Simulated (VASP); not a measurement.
# TcSe2 (Fm-3m) in VASP: notebook

The runs below take TcSe2 through single point, with PBEsol+U.

Program: VASP 6.6.1. These are calculated values, not measurements. Logs are shortened: lines on timing, memory, paths and dates and some standing lists are left out, and cuts for length are marked.

## (1) Starting point

The structure is cubic, space group Fm-3m (No. 225). Conventional cell: a = 6.291 Å, b = 6.291 Å, c = 6.291 Å, α = 90.00°, β = 90.00°, γ = 90.00°. Around Tc (site symmetry m-3m) lie 8 Se at 2.72 Å. Around Se (site symmetry -43m) lie 4 Tc at 2.72 Å.

The cell comes from a database or a generator and needn't be the stable form of this composition.

## (2) Single point, PBEsol+U, collinear spin, zero start

INCAR reads:

```
  PREC = Accurate
  ENCUT = 520
  EDIFF = 1E-6
  ISMEAR = 0
  SIGMA = 0.05
  LREAL = False
  LASPH = True
  NELM = 100
  ALGO = Normal
  ISIF = 2
  LWAVE = False
  LCHARG = False
  ISPIN = 2
  MAGMOM = 0 0 0
  LORBIT = 11
  LMAXMIX = 4
  LDAU = True
  LDAUTYPE = 2
  LDAUL = 2 -1
  LDAUU = 3 0
  LDAUJ = 0 0
  LDAUPRINT = 1
  GGA = PS
  NBANDS = 24
```

KPOINTS reads:

```
Automatic mesh
0
Gamma
  5 5 5
```

POSCAR reads:

```
TcSe2
1.0
    0.0000000000      3.1457489900      3.1457489900
    3.1457489900      0.0000000000      3.1457489900
    3.1457489900      3.1457489900      0.0000000000
Tc Se
1 2
Direct
    0.0000000000      0.0000000000      0.0000000000
    0.2500000000      0.2500000000      0.2500000000
    0.7500000000      0.7500000000      0.7500000000
```

Potentials or basis: VASP PAW PBE potentials, release 64 (Tc_pv, Se).

On the command line:

```bash
cat potpaw_PBE.64/Tc_pv/POTCAR potpaw_PBE.64/Se/POTCAR > POTCAR
mpirun -np 1 vasp_std > vasp.out
```

OUTCAR:

```text
PREC = Accurate
   ENCUT = 520
   EDIFF = 1E-6
   ISMEAR = 0
   LREAL = False
   LASPH = True
   NELM = 100
   ISIF = 2
   ISPIN = 2
   LORBIT = 11
   GGA = PS

 ion  position               nearest neighbor table
   1  0.000  0.000  0.000-   2 2.72   3 2.72   3 2.72   3 2.72   3 2.72   2 2.72   2 2.72   2 2.72

   2  0.250  0.250  0.250-   1 2.72   1 2.72   1 2.72   1 2.72
   3  0.750  0.750  0.750-   1 2.72   1 2.72   1 2.72   1 2.72

  LATTYP: Found a face centered cubic cell.
 ALAT       =     6.2914979800

  Lattice vectors:

 A1 = (   0.0000000000,   3.1457489900,   3.1457489900)
 A2 = (   3.1457489900,   0.0000000000,   3.1457489900)
 A3 = (   3.1457489900,   3.1457489900,   0.0000000000)

Analysis of symmetry for initial positions (statically):
=====================================================================
 Subroutine PRICEL returns:
 Original cell was already a primitive cell.

 Routine SETGRP: Setting up the symmetry group for a
 face centered cubic supercell.

 Subroutine GETGRP returns: Found 48 space group operations
 (whereof 48 operations were pure point group operations)
 out of a pool of 48 trial point group operations.

The static configuration has the point symmetry O_h .

Analysis of symmetry for dynamics (positions and initial velocities):
=====================================================================
 Subroutine PRICEL returns:
 Original cell was already a primitive cell.

 Routine SETGRP: Setting up the symmetry group for a
 face centered cubic supercell.

 Subroutine GETGRP returns: Found 48 space group operations
 (whereof 48 operations were pure point group operations)
 out of a pool of 48 trial point group operations.

The dynamic configuration has the point symmetry O_h .

Analysis of structural, dynamic, and magnetic symmetry:
=====================================================================
 Subroutine PRICEL returns:
 Original cell was already a primitive cell.

 Routine SETGRP: Setting up the symmetry group for a
 face centered cubic supercell.

 Subroutine GETGRP returns: Found 48 space group operations
 (whereof 48 operations were pure point group operations)
 out of a pool of 48 trial point group operations.

The overall configuration has the point symmetry O_h .

 Subroutine INISYM returns: Found 48 space group operations
 (whereof 48 operations are pure point group operations),
 and found     1 'primitive' translations

----------------------------------------------------------------------------------------

                                     Primitive cell

  volume of cell :      62.2590

  direct lattice vectors                    reciprocal lattice vectors
     0.000000000  3.145748990  3.145748990    -0.158944659  0.158944659  0.158944659
     3.145748990  0.000000000  3.145748990     0.158944659 -0.158944659  0.158944659
     3.145748990  3.145748990  0.000000000     0.158944659  0.158944659 -0.158944659

  length of vectors
     4.448760885  4.448760885  4.448760885     0.275300225  0.275300225  0.275300225

  position of ions in fractional coordinates (direct lattice)
     0.000000000  0.000000000  0.000000000
     0.250000000  0.250000000  0.250000000
     0.750000000  0.750000000  0.750000000

  ion indices of the primitive-cell ions
   primitive index   ion index
                 1           1
                 2           2
                 3           3

----------------------------------------------------------------------------------------

 KPOINTS: Automatic mesh

Automatic generation of k-mesh.
 Grid dimensions read from file:
 generate k-points for:    5    5    5

 Generating k-lattice:

  Cartesian coordinates                     Fractional coordinates (reciprocal lattice)
    -0.031788932  0.031788932  0.031788932     0.200000000  0.000000000  0.000000000
     0.031788932 -0.031788932  0.031788932     0.000000000  0.200000000  0.000000000
     0.031788932  0.031788932 -0.031788932     0.000000000  0.000000000  0.200000000

  Length of vectors
     0.055060045  0.055060045  0.055060045

  Shift w.r.t. Gamma in fractional coordinates (k-lattice)
[... 27 lines left out ...]
 SYSTEM =  unknown system
   PREC   = accura    normal or accurate (medium, high low for compatibility)
   ISTART =      0    job   : 0-new  1-cont  2-samecut
   ICHARG =      2    charge: 1-file 2-atom 10-const
   ISPIN  =      2    spin polarized calculation?
   LNONCOLLINEAR =      F non collinear calculations
   LSORBIT =      F    spin-orbit coupling
   LASPH  =      T    aspherical Exc in radial PAW
   ENCUT  =  520.0 eV  38.22 Ry    6.18 a.u.   8.27  8.27  8.27*2*pi/ulx,y,z
   NELM   =    100;   NELMIN=  2; NELMDL= -5     # of ELM steps
   EDIFF  = 0.1E-05   stopping-criterion for ELM
   LREAL  =      F    real-space projection
   EDIFFG = 0.1E-04   stopping-criterion for IOM
   NSW    =      0    number of steps for IOM
   IBRION =     -1    ionic relax: 0-MD 1-quasi-New 2-CG
   NFREE  =      0    steps in history (QN), initial steepest desc. (CG)
   ISIF   =      2    stress and relaxation
   ISYM   =      2    0-nonsym 1-usesym 2-fastsym
   POTIM  = 0.5000    time-step for ionic-motion
   TEBEG  =    0.0;   TEEND  =   0.0 temperature during run
   PSTRESS=    0.0 pullay stress
   NELECT =      25.0000    total number of electrons
   NUPDOWN=      -1.0000    fix difference up-down
   EMIN   =  10.00;   EMAX   =-10.00  energy-range for DOS
   EFERMI =   0.00;   METHOD = LEGACY
   ISMEAR =     0;   SIGMA  =   0.05  broadening in eV -4-tet -1-fermi 0-gaus
   EFERMI_NEDOS =   21; number of points for ismear=-14 and -15
   IALGO  =     38    algorithm
   IMIX   =      4    mixing-type and parameters
     AMIX     =   0.40;   BMIX     =  1.00
     AMIX_MAG =   1.60;   BMIX_MAG =  1.00
  volume/ion in A,a.u.               =      20.75       140.05
  Fermi-wavevector in a.u.,A,eV,Ry     =   1.207779  2.282371 19.847225  1.458730
  Thomas-Fermi vector in A             =   2.343406
   LORBIT       =     11    0 simple, 1 ext, 2 COOP (PROOUT), +10 PAW based schemes
 LDA+U is selected, type is set to LDAUTYPE =  2
   angular momentum for each species LDAUL =     2   -1
   U (eV)           for each species LDAUU =   3.0  0.0
   J (eV)           for each species LDAUJ =   0.0  0.0
   GGA     = PS    functional components
   LHFCALC =     F    Hartree Fock is set to
   AEXX    =    0.0000 exact exchange contribution
   IVDW    =     0    specifies the selected vdW correction
   LEPSILON=     F    determine dielectric tensor
   LRPA    =     F    only Hartree local field effects (RPA)
 spin polarized calculation
 Gauss-broadening in eV      SIGMA  =   0.05
  energy-cutoff  :      520.00
  volume of cell :       62.26
 maximum number of plane-waves:      1692
 NGX is ok and might be reduce to    36
   NGX = 17   NGY = 17   NGZ = 17

 number of electron      25.0000000 magnetization       0.0000000

 number of electron      24.9999999 magnetization      -0.0000009

 Free energy of the ion-electron system (eV)
  ---------------------------------------------------
  ext. energy  EPLUGINS =         0.00000000
  ---------------------------------------------------
  free energy    TOTEN  =       -15.84255875 eV

  energy without entropy =      -15.82855235  energy(sigma->0) =      -15.83555555

atom =   1  type =  1  l = 2

 onsite density matrix

spin component  1

  0.3488 -0.0000 -0.0000 -0.0000 -0.0000
 -0.0000  0.3488  0.0000  0.0000  0.0000
 -0.0000  0.0000  0.7550  0.0000  0.0000
 -0.0000  0.0000  0.0000  0.3488 -0.0000
 -0.0000  0.0000  0.0000 -0.0000  0.7550

spin component  2

  0.3488 -0.0000 -0.0000 -0.0000 -0.0000
 -0.0000  0.3488  0.0000  0.0000  0.0000
 -0.0000  0.0000  0.7550  0.0000  0.0000
 -0.0000  0.0000  0.0000  0.3488 -0.0000
 -0.0000  0.0000  0.0000 -0.0000  0.7550

 occupancies and eigenvectors

  o =  0.3488  v =  0.0000  0.0000  0.0000  0.0000  0.0000  1.0000  0.0000  0.0000  0.0000  0.0000      0.0000  0.0000  0.0000  0.0000  0.0000  0.0000  0.0000  0.0000  0.0000  0.0000
  o =  0.3488  v =  0.0000  0.0000  0.0000  0.0000  0.0000  0.0000  0.9916  0.0000 -0.1293  0.0000      0.0000  0.0000  0.0000  0.0000  0.0000  0.0000  0.0000  0.0000  0.0000  0.0000
  o =  0.3488  v =  0.0000  0.0000  0.0000  0.0000  0.0000  0.0000  0.1293 -0.0000  0.9916  0.0000      0.0000  0.0000  0.0000  0.0000  0.0000  0.0000  0.0000  0.0000  0.0000  0.0000
  o =  0.3488  v =  1.0000  0.0000  0.0000  0.0000  0.0000  0.0000  0.0000  0.0000  0.0000  0.0000      0.0000  0.0000  0.0000  0.0000  0.0000  0.0000  0.0000  0.0000  0.0000  0.0000
  o =  0.3488  v =  0.0000 -0.6401  0.0000  0.7683  0.0000  0.0000  0.0000  0.0000  0.0000  0.0000      0.0000  0.0000  0.0000  0.0000  0.0000  0.0000  0.0000  0.0000  0.0000  0.0000
  o =  0.3488  v =  0.0000 -0.7683 -0.0000 -0.6401 -0.0000  0.0000  0.0000  0.0000  0.0000  0.0000      0.0000  0.0000  0.0000  0.0000  0.0000  0.0000  0.0000  0.0000  0.0000  0.0000
  o =  0.7550  v =  0.0000  0.0000 -0.5691  0.0000  0.8223  0.0000  0.0000  0.0000  0.0000  0.0000      0.0000  0.0000  0.0000  0.0000  0.0000  0.0000  0.0000  0.0000  0.0000  0.0000
  o =  0.7550  v =  0.0000 -0.0000  0.8223 -0.0000  0.5691  0.0000  0.0000  0.0000  0.0000  0.0000      0.0000  0.0000  0.0000  0.0000  0.0000  0.0000  0.0000  0.0000  0.0000  0.0000
  o =  0.7550  v =  0.0000  0.0000  0.0000  0.0000  0.0000  0.0000 -0.0000  0.9997  0.0000  0.0238      0.0000  0.0000  0.0000  0.0000  0.0000  0.0000  0.0000  0.0000  0.0000  0.0000
  o =  0.7550  v =  0.0000  0.0000  0.0000  0.0000  0.0000  0.0000  0.0000  0.0238  0.0000 -0.9997      0.0000  0.0000  0.0000  0.0000  0.0000  0.0000  0.0000  0.0000  0.0000  0.0000

 number of electron      25.0000000 magnetization      -0.0000096

 Free energy of the ion-electron system (eV)
  ---------------------------------------------------
  ext. energy  EPLUGINS =         0.00000000
  ---------------------------------------------------
  free energy    TOTEN  =       -15.50379220 eV

  energy without entropy =      -15.49929240  energy(sigma->0) =      -15.50154230

 E-fermi :   5.5995     XC(G=0): -10.7392

 val. band max:        5.4699186051   @ k =   0.4000   0.4000   0.0000
 cond. band min:       5.6239422887   @ k =   0.0000   0.0000   0.0000
 fundamental gap:      0.1540236836
 Fermi energy:         5.5994562317

 spin component 1

 k-point     1 :       0.0000    0.0000    0.0000
  band No.  band energies     occupation
      1     -32.6473      1.00000
      2     -32.6473      1.00000
      3     -32.6473      1.00000
      4      -9.0620      1.00000
      5      -5.4252      1.00000
      6       0.8319      1.00000
[... 259 lines left out ...]
     23      17.7959      0.00000
     24      18.7921      0.00000
 Fermi energy:         5.5994562317

 spin component 2

 k-point     1 :       0.0000    0.0000    0.0000
  band No.  band energies     occupation
      1     -32.6473      1.00000
      2     -32.6473      1.00000
      3     -32.6473      1.00000
      4      -9.0620      1.00000
      5      -5.4252      1.00000
      6       0.8319      1.00000
[... 259 lines left out ...]
     23      17.7959      0.00000
     24      18.7921      0.00000

------------------------ aborting loop because EDIFF is reached ----------------------------------------

  FORCE on cell =-STRESS in cart. coord.  units (eV):
  Direction    XX          YY          ZZ          XY          YZ          ZX
  --------------------------------------------------------------------------------------
  -------------------------------------------------------------------------------------
  Total       -5.2520657     -5.2520657     -5.2520657     -0.0000000      0.0000000     -0.0000000
  in kB     -135.1569990   -135.1569990   -135.1569990     -0.0000000      0.0000000     -0.0000000
  external PRESSURE =    -135.1569990 kB  Pullay stress =       0.0000000 kB

 VOLUME and BASIS-vectors are now :
 -----------------------------------------------------------------------------
  energy-cutoff  :      520.00
  volume of cell :       62.26
      direct lattice vectors                 reciprocal lattice vectors
     0.000000000  3.145748990  3.145748990    -0.158944659  0.158944659  0.158944659
     3.145748990  0.000000000  3.145748990     0.158944659 -0.158944659  0.158944659
     3.145748990  3.145748990  0.000000000     0.158944659  0.158944659 -0.158944659

 POSITION                                       TOTAL-FORCE (eV/Angst)
 -----------------------------------------------------------------------------------
      0.00000      0.00000      0.00000        -0.000000      0.000000     -0.000000
      1.57287      1.57287      1.57287        -0.000000     -0.000000     -0.000000
      4.71862      4.71862      4.71862         0.000000      0.000000      0.000000
 -----------------------------------------------------------------------------------
    total drift:                               -0.000000      0.000000      0.000000

  FREE ENERGIE OF THE ION-ELECTRON SYSTEM (eV)
  ---------------------------------------------------
  free  energy   TOTEN  =       -15.5037921958 eV

  energy  without entropy=      -15.4992923985  energy(sigma->0) =      -15.50154230

 total charge

# of ion       s       p       d       tot
------------------------------------------
    1        0.298   6.287   5.066  11.651
    2        1.481   2.185   0.058   3.724
    3        1.481   2.185   0.058   3.724
--------------------------------------------------
tot          3.259  10.658   5.183  19.100

 magnetization (x)

# of ion       s       p       d       tot
------------------------------------------
    1        0.000  -0.000  -0.000  -0.000
    2       -0.000  -0.000   0.000  -0.000
    3       -0.000  -0.000   0.000  -0.000
--------------------------------------------------
tot         -0.000  -0.000  -0.000  -0.000
```

It took 1.7 min on 1 thread of AMD EPYC, shared host; peak memory 0.2 GiB.

What came out:

| Quantity | Value |
| --- | --- |
| Free energy | -15.5038 eV |
| Pressure | -13.5 GPa |
| Band gap on the k mesh | none (metal or under the smearing width) |
| Net moment | 0.00 μB per cell |
| Valence electrons inside the program's atomic spheres | Tc 11.65; Se 3.72 |

Levels at points of the mesh, in eV from the Fermi level:
Spin up:
```csv
k point,band 8,band 9,band 10,band 11,band 12,band 13,band 14,band 15,band 16,band 17
"(0.00, 0.00, 0.00)",-4.77,-1.26,-1.26,0.02,0.02,0.02,3.31,3.31,3.31,4.91
```
Spin down:
| k point | band 8 | band 9 | band 10 | band 11 | band 12 | band 13 | band 14 | band 15 | band 16 | band 17 |
| --- | --- | --- | --- | --- | --- | --- | --- | --- | --- | --- |
| (0.00, 0.00, 0.00) | -4.77 | -1.26 | -1.26 | 0.02 | 0.02 | 0.02 | 3.31 | 3.31 | 3.31 | 4.91 |

Eigenvalues of the final occupation matrices:
```csv
site,spin,trace,eigenvalues
site 1 d,1,2.56,0.35 0.35 0.35 0.76 0.76
site 1 d,2,2.56,0.35 0.35 0.35 0.76 0.76
```

Caveat: the PAW data sets were made with another functional, which shifts forces and pressure a little.

## (3) Single point, PBEsol+U, collinear spin, random start

INCAR reads:

```
PREC = Accurate ; ENCUT = 520
EDIFF = 1E-6 ; ISMEAR = 0
SIGMA = 0.05 ; LREAL = F
LASPH = T ; NELM = 100
ALGO = Normal ; ISIF = 2
LWAVE = F ; LCHARG = F
ISPIN = 2 ; MAGMOM = 0.59 0 0
LORBIT = 11 ; LMAXMIX = 4
LDAU = T ; LDAUTYPE = 2
LDAUL = 2 -1 ; LDAUU = 3 0
LDAUJ = 0 0 ; LDAUPRINT = 1
GGA = PS ; NBANDS = 24
```

KPOINTS reads:

```
regular mesh
0
Gamma
  5 5 5
```

POSCAR is that of step 2.

Potentials or basis: VASP PAW PBE potentials, release 64 (Tc_pv, Se).

On the command line:

```bash
cat potpaw_PBE.64/Tc_pv/POTCAR potpaw_PBE.64/Se/POTCAR > POTCAR
mpirun -np 1 vasp_std > vasp.out
```

Wall time 1.9 min (1 thread of AMD EPYC, shared host); peak memory 0.2 GiB.

It converged, with:

```yaml
Free_energy: -15.4824 eV
Pressure: -12.1 GPa
Band_gap_on_the_k_mesh: none (metal or under the smearing width)
Net_moment: 0.81 μB per cell
Site_moments: Tc +0.80; Se -0.01 μB
Valence_electrons_inside_the_program's_atomic_spheres: Tc 11.61; Se 3.74
```

Levels at points of the mesh, in eV from the Fermi level:
Spin up:
| k point | band 11 | band 12 | band 13 | band 14 | band 15 | band 16 |
| --- | --- | --- | --- | --- | --- | --- |
| (0.00, 0.00, 0.00) | -0.07 | -0.07 | -0.07 | 2.76 | 2.76 | 2.76 |
Spin down:
```csv
k point,band 8,band 9,band 10,band 11,band 12,band 13,band 14,band 15,band 16,band 17
"(0.00, 0.00, 0.00)",-4.90,-0.67,-0.67,-0.06,-0.06,-0.06,3.11,3.11,3.11,4.80
```

Eigenvalues of the final occupation matrices:
| site | spin | trace | eigenvalues |
| --- | --- | --- | --- |
| site 1 d | 1 | 2.91 | 0.42 0.42 0.42 0.83 0.83 |
| site 1 d | 2 | 2.15 | 0.39 0.39 0.39 0.50 0.50 |

Caveat: the PAW data sets were made with another functional, which shifts forces and pressure a little.

(Part 1 of 2 ends here.)
